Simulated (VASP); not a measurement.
These are PBEsol GGA, VASP's PBE PAW potentials (set 64) (plane waves; VASP) values and carry that method's errors.

VASP ran on this input.

**POSCAR**
```
Re
1
   -0.0000000000     1.9396578608     1.9396578608
    1.9396578608     0.0000000000     1.9396578608
    1.9396578608     1.9396578608     0.0000000000
Re
1
Direct
  0.0000000000   0.0000000000   0.0000000000
```

### KPOINTS
```
Automatic mesh
0
Gamma
15 15 15
0 0 0
```

**INCAR**
```
# general
SYSTEM =Re
PREC   =Accurate
ENCUT  =530
LREAL  =F
LASPH  =T

# electronic loop
EDIFF  =1E-7
NELM   =100
ALGO   =Normal
LMAXMIX=6

# smearing
ISMEAR =1
SIGMA  =0.1

# functional
GGA    =PS

# ions
IBRION =6
NSW    =1
ISIF   =3
POTIM  =0.015
NFREE  =2

# output
LWAVE  =F
LCHARG =F
```

POTCAR, in this order: Re (PBE.64 set). Program: vasp_std.

Output

### OUTCAR
```
 ion  position               nearest neighbor table
   1  0.000  0.000  0.000-
  LATTYP: Found a face centered cubic cell.
 ALAT       =     3.8793157216
 Subroutine PRICEL returns:
 Original cell was already a primitive cell.
 Subroutine GETGRP returns: Found 48 space group operations
The static configuration has the point symmetry O_h .
The dynamic configuration has the point symmetry O_h .
 Subroutine INISYM returns: Found 48 space group operations
 Subroutine IBZKPT returns following result:
 Found    120 irreducible k-points:

 Following reciprocal coordinates:
            Coordinates               Weight
  0.000000  0.000000  0.000000      1.000000
  0.066667  0.000000  0.000000      8.000000
  0.133333  0.000000  0.000000      8.000000
  0.200000  0.000000  0.000000      8.000000
  0.266667  0.000000  0.000000      8.000000
  0.333333  0.000000  0.000000      8.000000
  0.400000  0.000000  0.000000      8.000000
  0.466667  0.000000  0.000000      8.000000
  0.066667  0.066667  0.000000      6.000000
  0.133333  0.066667  0.000000     24.000000
...
```

**OSZICAR**
```
...
DAV:   7    -0.132974039234E+02   -0.12660E-05   -0.91336E-09  2730   0.213E-03    0.277E-04
DAV:   8    -0.132974034093E+02    0.51407E-06   -0.66034E-09  2275   0.124E-03    0.785E-05
DAV:   9    -0.132974033993E+02    0.10029E-07   -0.16693E-09  2121   0.254E-03
   6 F= -.13297403E+02 E0= -.13297443E+02  d E =0.118889E-03
       N       E                     dE             d eps       ncg     rms          rms(c)
DAV:   1    -0.133129355829E+02   -0.15532E-01   -0.25067E+00  4809   0.100E+02    0.390E+00
DAV:   2    -0.133001748295E+02    0.12761E-01   -0.19532E-02  6041   0.424E+00    0.141E+00
DAV:   3    -0.132963586852E+02    0.38161E-02   -0.97029E-03  6622   0.329E+00    0.223E-01
DAV:   4    -0.132963525374E+02    0.61478E-05   -0.16199E-04  4823   0.267E-01    0.459E-02
DAV:   5    -0.132963565587E+02   -0.40213E-05   -0.48909E-05  5985   0.192E-01    0.100E-02
DAV:   6    -0.132963564767E+02    0.81986E-07   -0.77795E-07  4886   0.153E-02
   7 F= -.13296356E+02 E0= -.13296432E+02  d E =0.225858E-03
       N       E                     dE             d eps       ncg     rms          rms(c)
DAV:   1    -0.133086323596E+02   -0.12276E-01   -0.10181E+00 19362   0.500E+01    0.197E+00
DAV:   2    -0.133023779406E+02    0.62544E-02   -0.88405E-03 18438   0.236E+00    0.726E-01
DAV:   3    -0.133007036388E+02    0.16743E-02   -0.46883E-03 21546   0.181E+00    0.127E-01
DAV:   4    -0.136293635330E+02   -0.32866E+00   -0.31346E+00 20076   0.101E-01    0.995E-02
DAV:   5    -0.133007036433E+02    0.32866E+00   -0.22511E+00 21784   0.405E-01    0.442E-02
DAV:   6    -0.133007018119E+02    0.18314E-05   -0.67347E-06 20832   0.758E-02    0.146E-02
DAV:   7    -0.470991319723E+02   -0.33798E+02   -0.33791E+02  8666   0.121E-02    0.668E-02
DAV:   8    -0.133007019759E+02    0.33798E+02   -0.11962E+00  7196   0.151E-01    0.107E-02
DAV:   9    -0.133007020054E+02   -0.29548E-07   -0.92609E-09  6734   0.548E-03
   8 F= -.13300702E+02 E0= -.13300715E+02  d E =0.378895E-04
       N       E                     dE             d eps       ncg     rms          rms(c)
DAV:   1    -0.133144754748E+02   -0.13773E-01   -0.67484E-01 20034   0.301E+01    0.619E-01
DAV:   2    -0.133035153344E+02    0.10960E-01   -0.14712E-02 18879   0.156E+00    0.289E-01
DAV:   3    -0.133007077145E+02    0.28076E-02   -0.93292E-03 20839   0.119E+00    0.462E-02
DAV:   4    -0.133007041256E+02    0.35889E-05   -0.98508E-05 17409   0.151E-01    0.157E-02
DAV:   5    -0.133007021207E+02    0.20048E-05   -0.20453E-06 20552   0.524E-02    0.711E-03
DAV:   6    -0.133007020566E+02    0.64078E-07   -0.10217E-07 10605   0.106E-02
   9 F= -.13300702E+02 E0= -.13300715E+02  d E =0.379754E-04
       N       E                     dE             d eps       ncg     rms          rms(c)
DAV:   1    -0.132616824090E+02    0.39020E-01   -0.62061E-01 20230   0.290E+01    0.386E-01
DAV:   2    -0.132733258040E+02   -0.11643E-01   -0.58695E-03 17962   0.962E-01    0.198E-01
DAV:   3    -0.132921184180E+02   -0.18793E-01   -0.50466E-03 21126   0.875E-01    0.573E-02
DAV:   4    -0.132996659322E+02   -0.75475E-02   -0.38159E-04 19523   0.265E-01    0.191E-02
DAV:   5    -0.133006495198E+02   -0.98359E-03   -0.99660E-06 20132   0.357E-02    0.103E-02
DAV:   6    -0.133007047033E+02   -0.55184E-04   -0.87656E-08 11557   0.702E-03    0.781E-04
DAV:   7    -0.133007056214E+02   -0.91801E-06   -0.40713E-09  9982   0.161E-03    0.173E-04
DAV:   8    -0.133007027147E+02    0.29067E-05   -0.30384E-09  7553   0.205E-03    0.304E-04
DAV:   9    -0.133007022753E+02    0.43940E-06   -0.20222E-09  7385   0.108E-03    0.157E-04
DAV:  10    -0.133007021927E+02    0.82543E-07   -0.14188E-09  6986   0.131E-03
  10 F= -.13300702E+02 E0= -.13300715E+02  d E =0.379500E-04
       N       E                     dE             d eps       ncg     rms          rms(c)
DAV:   1    -0.133144910424E+02   -0.13789E-01   -0.65878E-01 20090   0.293E+01    0.620E-01
DAV:   2    -0.133035150592E+02    0.10976E-01   -0.14530E-02 19005   0.157E+00    0.289E-01
DAV:   3    -0.133007072660E+02    0.28078E-02   -0.93377E-03 20405   0.119E+00    0.471E-02
DAV:   4    -0.133007040818E+02    0.31842E-05   -0.10274E-04 17192   0.152E-01    0.158E-02
DAV:   5    -0.133076320590E+02   -0.69280E-02   -0.62362E-02 20636   0.527E-02    0.217E-02
DAV:   6    -0.133007020392E+02    0.69300E-02   -0.67420E-01 10808   0.174E-01    0.678E-03
DAV:   7    -0.133007019744E+02    0.64747E-07   -0.58814E-08  8708   0.855E-03
  11 F= -.13300702E+02 E0= -.13300715E+02  d E =0.378991E-04
       N       E                     dE             d eps       ncg     rms          rms(c)
DAV:   1    -0.133098168516E+02   -0.91148E-02   -0.57898E-01 20503   0.280E+01    0.379E-01
DAV:   2    -0.133043283690E+02    0.54885E-02   -0.58731E-03 18123   0.933E-01    0.199E-01
DAV:   3    -0.133012318227E+02    0.30965E-02   -0.52077E-03 20433   0.850E-01    0.410E-02
DAV:   4    -0.133007483554E+02    0.48347E-03   -0.36412E-04 20139   0.258E-01    0.159E-02
DAV:   5    -0.133007005347E+02    0.47821E-04   -0.97563E-06 20223   0.354E-02    0.884E-03
DAV:   6    -0.133007007650E+02   -0.23030E-06   -0.11295E-07 11634   0.721E-03    0.416E-04
DAV:   7    -0.133007012587E+02   -0.49369E-06   -0.72267E-09  9275   0.211E-03    0.325E-04
DAV:   8    -0.133007016371E+02   -0.37846E-06   -0.40901E-09  7728   0.272E-03    0.345E-04
DAV:   9    -0.133007020130E+02   -0.37591E-06   -0.32831E-09  7329   0.139E-03    0.194E-04
DAV:  10    -0.133007020183E+02   -0.53124E-08   -0.21892E-09  6839   0.165E-03
  12 F= -.13300702E+02 E0= -.13300715E+02  d E =0.379502E-04
       N       E                     dE             d eps       ncg     rms          rms(c)
DAV:   1    -0.133144986057E+02   -0.13797E-01   -0.67563E-01 20776   0.295E+01    0.620E-01
DAV:   2    -0.133035126608E+02    0.10986E-01   -0.14506E-02 18676   0.157E+00    0.289E-01
DAV:   3    -0.133007076607E+02    0.28050E-02   -0.93324E-03 20951   0.119E+00    0.464E-02
DAV:   4    -0.133007040331E+02    0.36276E-05   -0.99728E-05 17276   0.153E-01    0.154E-02
DAV:   5    -0.133007021109E+02    0.19222E-05   -0.20548E-06 21077   0.520E-02    0.726E-03
DAV:   6    -0.133007020575E+02    0.53396E-07   -0.10045E-07 10808   0.962E-03
  13 F= -.13300702E+02 E0= -.13300715E+02  d E =0.379902E-04
       N       E                     dE             d eps       ncg     rms          rms(c)
DAV:   1    -0.132604844078E+02    0.40218E-01   -0.10629E+00  2534   0.237E+01    0.234E-01
DAV:   2    -0.132749282646E+02   -0.14444E-01   -0.48531E-03  2520   0.772E-01    0.146E-01
DAV:   3    -0.133025254356E+02   -0.27597E-01   -0.53368E-03  2961   0.815E-01    0.323E-02
DAV:   4    -0.133029927233E+02   -0.46729E-03   -0.41198E-05  1827   0.624E-02    0.202E-02
DAV:   5    -0.133032079758E+02   -0.21525E-03   -0.95729E-07  2688   0.126E-02    0.640E-04
DAV:   6    -0.133032100528E+02   -0.20770E-05   -0.66223E-09  1617   0.122E-03    0.313E-04
DAV:   7    -0.133032099473E+02    0.10548E-06   -0.73891E-10  1267   0.724E-04    0.789E-05
DAV:   8    -0.133032107509E+02   -0.80358E-06   -0.28814E-10  1043   0.625E-04    0.103E-04
DAV:   9    -0.133032107205E+02    0.30431E-07   -0.19125E-10   938   0.479E-04
  14 F= -.13303211E+02 E0= -.13303242E+02  d E =0.943294E-04
       N       E                     dE             d eps       ncg     rms          rms(c)
DAV:   1    -0.133047479280E+02   -0.15372E-02   -0.30218E+00  2499   0.189E+01    0.173E-01
DAV:   2    -0.133041995256E+02    0.54840E-03   -0.77586E-03  2023   0.966E-01    0.110E-01
DAV:   3    -0.133032117584E+02    0.98777E-03   -0.19638E-03  2632   0.539E-01    0.476E-03
DAV:   4    -0.133032106666E+02    0.10918E-05   -0.18575E-05  2107   0.401E-02    0.217E-03
DAV:   5    -0.133032107241E+02   -0.57478E-07   -0.49463E-07  2401   0.951E-03
  15 F= -.13303211E+02 E0= -.13303242E+02  d E =0.942782E-04
```

### OUTCAR
```
------------------------ aborting loop because EDIFF is reached ----------------------------------------
  FORCE on cell =-STRESS in cart. coord.  units (eV):
  Direction    XX          YY          ZZ          XY          YZ          ZX
  --------------------------------------------------------------------------------------
  Total        0.0226054      0.0226054      0.0226054     -0.0000000      0.0000000      0.0000000
  in kB        2.4815134      2.4815134      2.4815134     -0.0000000      0.0000000      0.0000000
  external PRESSURE =       2.4815134 kB  Pullay stress =       0.0000000 kB
  volume of cell :       14.60
      direct lattice vectors                 reciprocal lattice vectors
     0.000000000  1.939657861  1.939657861    -0.257777420  0.257777420  0.257777420
     1.939657861  0.000000000  1.939657861     0.257777420 -0.257777420  0.257777420
     1.939657861  1.939657861  0.000000000     0.257777420  0.257777420 -0.257777420
 POSITION                                       TOTAL-FORCE (eV/Angst)
 -----------------------------------------------------------------------------------
     -0.01500      0.00000      0.00000         0.000000      0.000000      0.000000
 -----------------------------------------------------------------------------------
    total drift:                               -0.000117     -0.000000     -0.000000
  FREE ENERGIE OF THE ION-ELECTRON SYSTEM (eV)
  ---------------------------------------------------
  free  energy   TOTEN  =       -13.3032107241 eV

  energy  without entropy=      -13.3033050023  energy(sigma->0) =      -13.30324215

   1 f  =    0.000000 THz     0.000000 2PiTHz    0.000000 cm-1     0.000000 meV
             X         Y         Z           dx          dy          dz
      0.000000  0.000000  0.000000     0.556022   -0.831167    0.000000

   2 f  =    0.000000 THz     0.000000 2PiTHz    0.000000 cm-1     0.000000 meV
             X         Y         Z           dx          dy          dz
      0.000000  0.000000  0.000000    -0.831167   -0.556022    0.000000

   3 f  =    0.000000 THz     0.000000 2PiTHz    0.000000 cm-1     0.000000 meV
             X         Y         Z           dx          dy          dz
      0.000000  0.000000  0.000000     0.000000    0.000000    1.000000

 ELASTIC MODULI CONTR FROM IONIC RELAXATION (kBar)
 Direction    XX          YY          ZZ          XY          YZ          ZX
 --------------------------------------------------------------------------------
 XX           0.0000      0.0000      0.0000      0.0000      0.0000      0.0000
 YY           0.0000      0.0000      0.0000      0.0000      0.0000      0.0000
 ZZ           0.0000      0.0000      0.0000      0.0000      0.0000      0.0000
 XY           0.0000      0.0000      0.0000      0.0000      0.0000      0.0000
 YZ           0.0000      0.0000      0.0000      0.0000      0.0000      0.0000
 ZX           0.0000      0.0000      0.0000      0.0000      0.0000      0.0000
 --------------------------------------------------------------------------------

 TOTAL ELASTIC MODULI (kBar)
 Direction    XX          YY          ZZ          XY          YZ          ZX
 --------------------------------------------------------------------------------
 XX        6129.5478   2953.1066   2953.1066      0.0000     -0.0000     -0.0000
 YY        2953.1066   6129.5478   2953.1066     -0.0000      0.0000     -0.0000
 ZZ        2953.1066   2953.1066   6129.5478     -0.0000     -0.0000     -0.0000
 XY           0.0000     -0.0000     -0.0000   2397.4735      0.0000      0.0000
 YZ          -0.0000      0.0000     -0.0000      0.0000   2397.4735      0.0000
 ZX          -0.0000     -0.0000     -0.0000      0.0000      0.0000   2397.4735
 --------------------------------------------------------------------------------
```
(Selected blocks of OUTCAR.)

Finite-difference elastic constants of metals are sensitive to mesh and smearing; shear constants can be off by tens of GPa.

The structure was generated: Re was put into the fcc type (Fm-3m), which need not be its known phase. It was relaxed first.
